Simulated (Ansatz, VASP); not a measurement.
**Cross-check of BAs between VASP and Ansatz**

Wanted: the spread between two codes on one cell, functional and k mesh. The cell is taken from a series of runs on this material, whose earlier steps may have relaxed, scaled, displaced or heated it; both programs get it as it stands.

Main program and level: Ansatz 0.2.0; plane waves, with VASP 6.6.1 beside it; zone-centre phonons at LDA.

### 1. Set-up

Symmetry: F-43m, No. 216, cubic system. The conventional cell has a = 4.756 Å, b = 4.756 Å, c = 4.756 Å, α = 90.00°, β = 90.00°, γ = 90.00°. Nearest to B lie 4 As at 2.06 Å. Nearest to As lie 4 B at 2.06 Å. Farther neighbours are not listed.

As a file:

```xyz
2
Lattice="0.0000 2.3778 2.3778 2.3778 0.0000 2.3778 2.3778 2.3778 0.0000" Properties=species:S:1:pos:R:3 pbc="T T T"
B     0.0000    0.0000    0.0000
As    3.5667    3.5667    3.5667
```

### 2. VASP: zone-centre phonons, LDA

Second derivatives magnify differences that forces hide, and they need a tight electronic threshold.

Lines of VASP's logs that name or quote its potential files are left out, and so is its time.

INCAR reads:

```
SYSTEM = BAs
PREC = Accurate
ENCUT = 500
EDIFF = 1E-08
NELM = 120
ISMEAR = 0
SIGMA = 0.01
LREAL = .FALSE.
ALGO = Normal
GGA = CA
NBANDS = 10
LORBIT = 11
LWAVE = .FALSE.
LCHARG = .FALSE.
ISIF = 2
IBRION = 8
LEPSILON = .TRUE.
LASPH = .TRUE.
GGA_COMPAT = .FALSE.
EFERMI = MIDGAP
KPAR = 2
```

POSCAR reads:

```
BAs
1.0
    0.0000000000      2.3778114644      2.3778114644
    2.3778114644      0.0000000000      2.3778114644
    2.3778114644      2.3778114644      0.0000000000
B As
1 1
Direct
    0.0000000000      0.0000000000      0.0000000000
    0.7500000000      0.7500000000      0.7500000000
```

KPOINTS reads:

```
Automatic mesh
0
Gamma
12 12 12
0 0 0
```

PAW data sets: B and As (LDA family, release 64).

Started as:

```
$ mpirun -np 2 vasp_std
```

Numbers of over 12 decimals in the logs are rounded to 6 here.

The log of the run:

```text
[banner, memory and clock lines left out]
running    2 mpi-ranks, on    1 nodes
 distrk:  each k-point on    1 cores,    2 groups
 distr:  one band on    1 cores,    1 groups

 POSCAR found type information on POSCAR B As
 POSCAR found :  2 types and       2 ions
 LDA part: xc-table for (Slater(with rela. corr.)+CA(PZ))
 , standard interpolation
 POSCAR, INCAR and KPOINTS ok, starting setup
 FFT: planning ... GRIDC
 FFT: planning ... GRID_SOFT
 FFT: planning ... GRID
 WAVECAR not read
 entering main loop
       N       E                     dE             d eps       ncg     rms          rms(c)
DAV:   1     0.122293409308E+02    0.12229E+02   -0.37389E+03  1440   0.682E+02
DAV:   2    -0.129942997266E+02   -0.25224E+02   -0.24119E+02  2032   0.107E+02
DAV:   3    -0.136750803107E+02   -0.68078E+00   -0.67952E+00  1690   0.179E+01
DAV:   4    -0.136770958214E+02   -0.20155E-02   -0.20154E-02  1770   0.108E+00
DAV:   5    -0.136770988578E+02   -0.30364E-05   -0.30363E-05  1694   0.403E-02    0.511E+00
DAV:   6    -0.130220587841E+02    0.65504E+00   -0.17955E+00  1552   0.584E+00    0.242E+00
DAV:   7    -0.129390854003E+02    0.82973E-01   -0.20662E-01  1764   0.243E+00    0.894E-01
DAV:   8    -0.129257483001E+02    0.13337E-01   -0.24823E-02  1568   0.876E-01    0.103E-01
DAV:   9    -0.129257704474E+02   -0.22147E-04   -0.73637E-04  1672   0.181E-01    0.580E-02
DAV:  10    -0.129257769564E+02   -0.65091E-05   -0.85361E-05  1576   0.555E-02    0.139E-02
DAV:  11    -0.129257784046E+02   -0.14482E-05   -0.16313E-06  1750   0.940E-03    0.128E-02
DAV:  12    -0.129257782387E+02    0.16594E-06   -0.83730E-07  1614   0.403E-03    0.286E-03
DAV:  13    -0.129257782411E+02   -0.24853E-08   -0.31355E-08  1654   0.129E-03
   1 F= -.12925778E+02 E0= -.12925778E+02  d E =0.000000E+00
 Linear response reoptimize wavefunctions to high precision
DAV:   1    -0.129257782404E+02    0.77284E-09   -0.58779E-09  1600   0.356E-04
DAV:   2    -0.129257782404E+02   -0.14552E-10   -0.13732E-10   910   0.978E-05
 Linear response G [H, r] |phi>, progress :
  Direction:   1
       N       E                     dE             d eps       ncg     rms
RMM:   1    -0.477605794334E+02   -0.47761E+02   -0.63345E+01  3641   0.457E+01
RMM:   2    -0.365411457853E+02    0.11219E+02   -0.28496E+00  2384   0.111E+01
RMM:   3    -0.365524300965E+02   -0.11284E-01   -0.47802E-03  2492   0.903E-01
RMM:   4    -0.365541731921E+02   -0.17431E-02    0.17088E-03  2548   0.989E-02
RMM:   5    -0.365543490715E+02   -0.17588E-03    0.21471E-04  2562   0.118E-02
RMM:   6    -0.365543671787E+02   -0.18107E-04    0.38064E-05  2570   0.221E-03
RMM:   7    -0.365543689908E+02   -0.18121E-05    0.19809E-05  2353   0.924E-04
RMM:   8    -0.365543691967E+02   -0.20594E-06    0.16780E-05  2149   0.772E-04
RMM:   9    -0.365543692524E+02   -0.55672E-07    0.12382E-05  1992   0.757E-04
RMM:  10    -0.365543695037E+02   -0.25130E-06   -0.85685E-06  1783   0.757E-04
RMM:  11    -0.365543704539E+02   -0.95021E-06   -0.10220E-04  1640   0.757E-04
 Linear response G [H, r] |phi>, progress :
  Direction:   2
       N       E                     dE             d eps       ncg     rms
RMM:   1    -0.465676719090E+02   -0.46568E+02   -0.83998E+01  3645   0.435E+01
RMM:   2    -0.380935357957E+02    0.84741E+01   -0.18296E+00  2360   0.961E+00
RMM:   3    -0.381160468982E+02   -0.22511E-01    0.57256E-03  2509   0.730E-01
RMM:   4    -0.381179206265E+02   -0.18737E-02    0.17187E-03  2552   0.793E-02
RMM:   5    -0.381180922365E+02   -0.17161E-03    0.19371E-04  2584   0.965E-03
RMM:   6    -0.381181100442E+02   -0.17808E-04    0.18833E-05  2554   0.187E-03
RMM:   7    -0.381181118153E+02   -0.17711E-05    0.10335E-06  2346   0.809E-04
RMM:   8    -0.381181120676E+02   -0.25227E-06   -0.14561E-06  2168   0.683E-04
RMM:   9    -0.381181120672E+02    0.37394E-09   -0.20526E-06  2040   0.671E-04
RMM:  10    -0.381181120639E+02    0.32885E-08   -0.50494E-06  1860   0.671E-04
RMM:  11    -0.381181120166E+02    0.47366E-07   -0.14412E-05  1680   0.671E-04
 Linear response G [H, r] |phi>, progress :
  Direction:   3
       N       E                     dE             d eps       ncg     rms
RMM:   1    -0.255188316200E+02   -0.25519E+02    0.11690E+02  3452   0.428E+01
RMM:   2    -0.223436152556E+02    0.31752E+01   -0.24166E+00  2347   0.985E+00
RMM:   3    -0.223386342879E+02    0.49810E-02   -0.30791E-02  2490   0.907E-01
RMM:   4    -0.223383574522E+02    0.27684E-03   -0.38350E-04  2560   0.103E-01
RMM:   5    -0.223383502375E+02    0.72148E-05   -0.13538E-05  2530   0.128E-02
RMM:   6    -0.223383496601E+02    0.57736E-06   -0.13339E-06  2541   0.203E-03
RMM:   7    -0.223383495910E+02    0.69056E-07   -0.10145E-06  2316   0.626E-04
RMM:   8    -0.223383495445E+02    0.46556E-07   -0.80105E-08  2110   0.444E-04
RMM:   9    -0.223383495432E+02    0.12814E-08   -0.27779E-07  1911   0.426E-04
RMM:  10    -0.223383495430E+02    0.22046E-09   -0.28474E-06  1725   0.426E-04
RMM:  11    -0.223383495496E+02   -0.66173E-08   -0.95604E-06  1557   0.426E-04
 Linear response to external field (no local field effect), progress :
  Direction:   1
       N       E                     dE             d eps       ncg     rms          rms(c)
RMM:   1    -0.824922528204E+00   -0.82492E+00   -0.38010E+00  3283   0.332E+00
[...]
dielectric tensor                  component  3 :     1.291    -1.724     5.531
 Linear response to external field, progress :
  Direction:   1
       N       E                     dE             d eps       ncg     rms          rms(c)
RMM:   1    -0.663360548215E+00   -0.66336E+00   -0.30115E+00 12666   0.299E+00
RMM:   2    -0.679100742693E+00   -0.15740E-01   -0.69904E-03  9265   0.410E-01    0.126E+00
RMM:   3    -0.663647887162E+00    0.15453E-01   -0.63871E-03  9450   0.458E-01    0.721E-01
RMM:   4    -0.685351382445E+00   -0.21703E-01   -0.83512E-03  9292   0.541E-01    0.730E-02
RMM:   5    -0.688638129578E+00   -0.32867E-02   -0.13508E-04  9580   0.733E-02    0.866E-03
RMM:   6    -0.688754550758E+00   -0.11642E-03   -0.88739E-07  9718   0.673E-03    0.457E-03
RMM:   7    -0.688816441530E+00   -0.61891E-04   -0.13246E-07  9736   0.294E-03    0.291E-04
RMM:   8    -0.688824988507E+00   -0.85470E-05    0.28835E-09  9743   0.234E-04    0.110E-04
RMM:   9    -0.688821912293E+00    0.30762E-05    0.47695E-09  8930   0.108E-04    0.236E-05
RMM:  10    -0.688822079679E+00   -0.16739E-06    0.52237E-09  5674   0.352E-05    0.362E-06
 change of polarisation eV/A/(eV/A) component  1 :     1.294     0.336     0.208
 dielectric tensor                  component  1 :     9.708     2.262     1.401
 Linear response to external field, progress :
  Direction:   2
       N       E                     dE             d eps       ncg     rms          rms(c)
RMM:   1    -0.663361787967E+00   -0.66336E+00   -0.30115E+00 12664   0.299E+00
RMM:   2    -0.679101175665E+00   -0.15739E-01   -0.69620E-03  9260   0.410E-01    0.126E+00
RMM:   3    -0.663647971027E+00    0.15453E-01   -0.63765E-03  9449   0.458E-01    0.721E-01
RMM:   4    -0.685351834927E+00   -0.21704E-01   -0.83389E-03  9293   0.540E-01    0.730E-02
RMM:   5    -0.688638014725E+00   -0.32862E-02   -0.13519E-04  9577   0.733E-02    0.866E-03
RMM:   6    -0.688754664664E+00   -0.11665E-03   -0.88940E-07  9714   0.673E-03    0.458E-03
RMM:   7    -0.688816565596E+00   -0.61901E-04   -0.13494E-07  9737   0.294E-03    0.291E-04
RMM:   8    -0.688825091487E+00   -0.85259E-05   -0.21878E-09  9727   0.233E-04    0.110E-04
RMM:   9    -0.688822022905E+00    0.30686E-05   -0.11469E-09  8913   0.108E-04    0.239E-05
RMM:  10    -0.688822205913E+00   -0.18301E-06    0.20884E-09  5735   0.343E-05    0.456E-06
 change of polarisation eV/A/(eV/A) component  2 :     0.278     1.294     0.207
 dielectric tensor                  component  2 :     1.868     9.708     1.392
 Linear response to external field, progress :
  Direction:   3
       N       E                     dE             d eps       ncg     rms          rms(c)
RMM:   1    -0.663482193782E+00   -0.66348E+00   -0.30127E+00 12666   0.299E+00
RMM:   2    -0.679101002536E+00   -0.15619E-01   -0.69548E-03  9265   0.410E-01    0.126E+00
RMM:   3    -0.663647798528E+00    0.15453E-01   -0.63867E-03  9450   0.458E-01    0.721E-01
RMM:   4    -0.685351465471E+00   -0.21704E-01   -0.83510E-03  9292   0.541E-01    0.730E-02
RMM:   5    -0.688638247160E+00   -0.32868E-02   -0.13518E-04  9579   0.733E-02    0.866E-03
RMM:   6    -0.688754636664E+00   -0.11639E-03   -0.87800E-07  9726   0.673E-03    0.457E-03
RMM:   7    -0.688816541946E+00   -0.61905E-04   -0.12880E-07  9731   0.294E-03    0.291E-04
RMM:   8    -0.688825078221E+00   -0.85363E-05    0.32069E-09  9743   0.234E-04    0.110E-04
RMM:   9    -0.688822006427E+00    0.30718E-05    0.61532E-09  8912   0.108E-04    0.238E-05
RMM:  10    -0.688822184522E+00   -0.17810E-06    0.86684E-10  5680   0.351E-05    0.432E-06
 change of polarisation eV/A/(eV/A) component  3 :     0.229     0.316     1.294
 dielectric tensor                  component  3 :     1.540     2.124     9.708
 Linear response DOF=           2
 Linear response progress:
  Degree of freedom:   1/  2
       N       E                     dE             d eps       ncg     rms          rms(c)
RMM:   1    -0.436637622076E-01   -0.43664E-01    0.56394E-04 13224   0.109E+00
RMM:   2    -0.407136121275E-01    0.29502E-02   -0.93368E-04  8793   0.216E-01    0.101E-01
RMM:   3    -0.407663800591E-01   -0.52768E-04   -0.67771E-05  9237   0.675E-02    0.527E-02
RMM:   4    -0.410496426211E-01   -0.28326E-03   -0.79786E-05  9058   0.624E-02    0.747E-03
RMM:   5    -0.410318160192E-01    0.17827E-04    0.40432E-06  9590   0.692E-03    0.706E-04
RMM:   6    -0.410300413580E-01    0.17747E-05    0.29795E-07  9525   0.558E-04    0.270E-04
RMM:   7    -0.410293672449E-01    0.67411E-06    0.94952E-08  9753   0.260E-04    0.479E-05
RMM:   8    -0.410294732414E-01   -0.10600E-06    0.11144E-08  9859   0.607E-05    0.129E-05
RMM:   9    -0.410294312035E-01    0.42038E-07    0.47256E-09 10218   0.408E-05    0.175E-06
RMM:  10    -0.410294307619E-01    0.44156E-09    0.14819E-08  9283   0.319E-05    0.374E-07
 first order change of Fermi-energy   0.23843E+01
 force on displaced ion       1 direction 1 : -16.747   0.000   0.000
 Born effective charge ion    1 direction 1 :  -0.539   0.000   0.000
 Linear response progress:
  Degree of freedom:   2/  2
       N       E                     dE             d eps       ncg     rms          rms(c)
RMM:   1    -0.400973926869E-01   -0.40097E-01    0.30218E-02 13412   0.115E+00
RMM:   2    -0.379010096585E-01    0.21964E-02   -0.13822E-03  8924   0.216E-01    0.970E-02
RMM:   3    -0.377460110978E-01    0.15500E-03   -0.10296E-04  9517   0.269E-02    0.568E-02
RMM:   4    -0.377692750508E-01   -0.23264E-04   -0.98598E-05  9355   0.300E-02    0.315E-03
RMM:   5    -0.377574441594E-01    0.11831E-04   -0.54880E-06  9763   0.261E-03    0.842E-04
RMM:   6    -0.377537193671E-01    0.37248E-05    0.25759E-07  9712   0.488E-04    0.139E-04
RMM:   7    -0.377530201651E-01    0.69920E-06    0.14074E-07  9996   0.109E-04    0.438E-05
RMM:   8    -0.377529540874E-01    0.66078E-07   -0.54093E-08  9517   0.512E-05    0.146E-05
RMM:   9    -0.377530050320E-01   -0.50945E-07   -0.12059E-07 10282   0.380E-05    0.622E-07
RMM:  10    -0.377530104216E-01   -0.53896E-08   -0.12488E-07  7554   0.333E-05    0.275E-07
RMM:  11    -0.377530115106E-01   -0.10890E-08   -0.13506E-07  6384   0.334E-05    0.102E-07
RMM:  12    -0.377530132718E-01   -0.17612E-08   -0.15675E-07  5338   0.334E-05    0.261E-08
 first order change of Fermi-energy  -0.23840E+01
 force on displaced ion       2 direction 1 : -16.743  -0.000  -0.000
 Born effective charge ion    2 direction 1 :   0.534   0.000   0.000
 Born effective charges drift removed
 Linear response finished
```

Parts of OUTCAR (step 2):

```text
ion  position               nearest neighbor table
   1  0.000  0.000  0.000-   2 2.06   2 2.06   2 2.06   2 2.06
   2  0.750  0.750  0.750-   1 2.06   1 2.06   1 2.06   1 2.06

  LATTYP: Found a face centered cubic cell.
 ALAT       =     4.7556229288

 Subroutine GETGRP returns: Found 24 space group operations
 (whereof 24 operations were pure point group operations)

The static configuration has the point symmetry T_d .

 Found     72 irreducible k-points:

   k-points           NKPTS =     72   k-points in BZ     NKDIM =     72   number of bands    NBANDS=     10

   dimension x,y,z NGX =    28 NGY =   28 NGZ =   28
   dimension x,y,z NGXF=    56 NGYF=   56 NGZF=   56

   ENCUT  =  500.0 eV  36.75 Ry    6.06 a.u.   6.13  6.13  6.13*2*pi/ulx,y,z

   NELECT =       8.0000    total number of electrons

 k-points in reciprocal lattice and weights: Automatic mesh
   0.00000000  0.00000000  0.00000000       0.001
   0.08333333  0.00000000  0.00000000       0.005
   0.16666667  0.00000000  0.00000000       0.005
   0.25000000  0.00000000  0.00000000       0.005
   0.33333333  0.00000000  0.00000000       0.005
   0.41666667  0.00000000  0.00000000       0.005
   0.50000000  0.00000000  0.00000000       0.002
   0.08333333  0.08333333  0.00000000       0.003
   0.16666667  0.08333333  0.00000000       0.014
[...]
-0.33333333  0.50000000  0.16666667       0.007
  -0.25000000  0.50000000  0.25000000       0.003

 average (electrostatic) potential at core
       1 -31.7798       2 -51.8554

  Total       -0.2043582     -0.2043582     -0.2043582     -0.0000000      0.0000000      0.0000000
  in kB      -12.1770039    -12.1770039    -12.1770039     -0.0000000      0.0000000      0.0000000
  external PRESSURE =     -12.1770039 kB  Pullay stress =       0.0000000 kB

  energy-cutoff  :      500.00
  volume of cell :       26.89
      direct lattice vectors                 reciprocal lattice vectors
     0.000000000  2.377811464  2.377811464    -0.210277395  0.210277395  0.210277395
     2.377811464  0.000000000  2.377811464     0.210277395 -0.210277395  0.210277395
     2.377811464  2.377811464  0.000000000     0.210277395  0.210277395 -0.210277395

 POSITION                                       TOTAL-FORCE (eV/Angst)
 -----------------------------------------------------------------------------------
      0.00000      0.00000      0.00000         0.000000      0.000000      0.000000
      3.56672      3.56672      3.56672        -0.000000     -0.000000     -0.000000
 -----------------------------------------------------------------------------------
    total drift:                                0.000000      0.000000      0.000000

 MACROSCOPIC STATIC DIELECTRIC TENSOR (including local field effects in DFT)
 ------------------------------------------------------
           9.708261     0.000000    -0.000000
           0.000000     9.708261     0.000000
           0.000000     0.000000     9.708261
 ------------------------------------------------------

 PIEZOELECTRIC TENSOR (including local field effects)  for field in x, y, z        (C/m^2)
          XX          YY          ZZ          XY          YZ          ZX
  --------------------------------------------------------------------------------
  x     0.00000    -0.00000    -0.00000     0.00000    -0.10239     0.00000
  y     0.00000    -0.00000    -0.00000     0.00000     0.00000    -0.10239
  z    -0.00000    -0.00000     0.00000    -0.10239     0.00000     0.00000

 BORN EFFECTIVE CHARGES (including local field effects) (in |e|, cummulative output)
 ---------------------------------------------------------------------------------
 ion    1
    1    -0.53413    -0.00000    -0.00000
    2    -0.00000    -0.53413     0.00000
    3     0.00000     0.00000    -0.53413
 ion    2
    1     0.53413     0.00000     0.00000
    2     0.00000     0.53413    -0.00000
    3     0.00000    -0.00000     0.53413

 Eigenvectors and eigenvalues of the dynamical matrix
 ----------------------------------------------------

   1 f  =   20.813783 THz   130.776854 2PiTHz  694.273064 cm-1    86.078850 meV
             X         Y         Z           dx          dy          dz
      0.000000  0.000000  0.000000    -0.000000    0.000000   -0.934839
      3.566717  3.566717  3.566717    -0.000000    0.000000    0.355072

   2 f  =   20.813783 THz   130.776854 2PiTHz  694.273064 cm-1    86.078850 meV
             X         Y         Z           dx          dy          dz
      0.000000  0.000000  0.000000     0.000000    0.934839    0.000000
      3.566717  3.566717  3.566717     0.000000   -0.355072    0.000000

   3 f  =   20.813783 THz   130.776854 2PiTHz  694.273064 cm-1    86.078850 meV
             X         Y         Z           dx          dy          dz
      0.000000  0.000000  0.000000     0.934839   -0.000000    0.000000
      3.566717  3.566717  3.566717    -0.355072    0.000000    0.000000

   4 f/i=    0.000767 THz     0.004820 2PiTHz    0.025589 cm-1     0.003173 meV
             X         Y         Z           dx          dy          dz
      0.000000  0.000000  0.000000    -0.151826   -0.244126    0.208394
      3.566717  3.566717  3.566717    -0.399729   -0.642737    0.548661

   5 f/i=    0.000767 THz     0.004820 2PiTHz    0.025589 cm-1     0.003173 meV
             X         Y         Z           dx          dy          dz
      0.000000  0.000000  0.000000    -0.150579   -0.149416   -0.284740
      3.566717  3.566717  3.566717    -0.396447   -0.393384   -0.749668

   6 f/i=    0.000767 THz     0.004820 2PiTHz    0.025589 cm-1     0.003173 meV
             X         Y         Z           dx          dy          dz
      0.000000  0.000000  0.000000    -0.283463    0.210128    0.039640
      3.566717  3.566717  3.566717    -0.746305    0.553228    0.104365

 MACROSCOPIC STATIC DIELECTRIC TENSOR IONIC CONTRIBUTION
 ------------------------------------------------------
           0.114660     0.000000     0.000000
           0.000000     0.114660    -0.000000
           0.000000    -0.000000     0.114660
 ------------------------------------------------------

 ELASTIC MODULI CONTR FROM IONIC RELAXATION (kBar)
 Direction    XX          YY          ZZ          XY          YZ          ZX
 --------------------------------------------------------------------------------
 XX          -0.0000     -0.0000      0.0000     -0.0000      0.0000      0.0000
 YY          -0.0000     -0.0000     -0.0000     -0.0000     -0.0000      0.0000
 ZZ           0.0000     -0.0000     -0.0000      0.0000     -0.0000      0.0000
 XY          -0.0000     -0.0000      0.0000   -181.4137     -0.0000      0.0000
 YZ           0.0000     -0.0000     -0.0000     -0.0000   -181.4137     -0.0000
 ZX           0.0000      0.0000      0.0000      0.0000     -0.0000   -181.4137
 --------------------------------------------------------------------------------

 PIEZOELECTRIC TENSOR IONIC CONTR  for field in x, y, z        (C/m^2)
          XX          YY          ZZ          XY          YZ          ZX
  --------------------------------------------------------------------------------
  x    -0.00000     0.00000     0.00000     0.00000     0.13571     0.00000
  y    -0.00000    -0.00000    -0.00000    -0.00000     0.00000     0.13571
  z     0.00000     0.00000    -0.00000     0.13571     0.00000    -0.00000
```

[end of part 1 of 2]

[Lines on the potential files, build, host, timing and source positions are cut from VASP's logs without a mark.]

[Logs are printed without paths, hosts, clocks, repeated set-up lines and the standing remarks that a program may print on its own settings, such as how far it seeks lower states.]

[Hosts, paths, dates, database ids (printed as entryN), source tags and the programs' standing remarks are cut or masked in the printed files.]
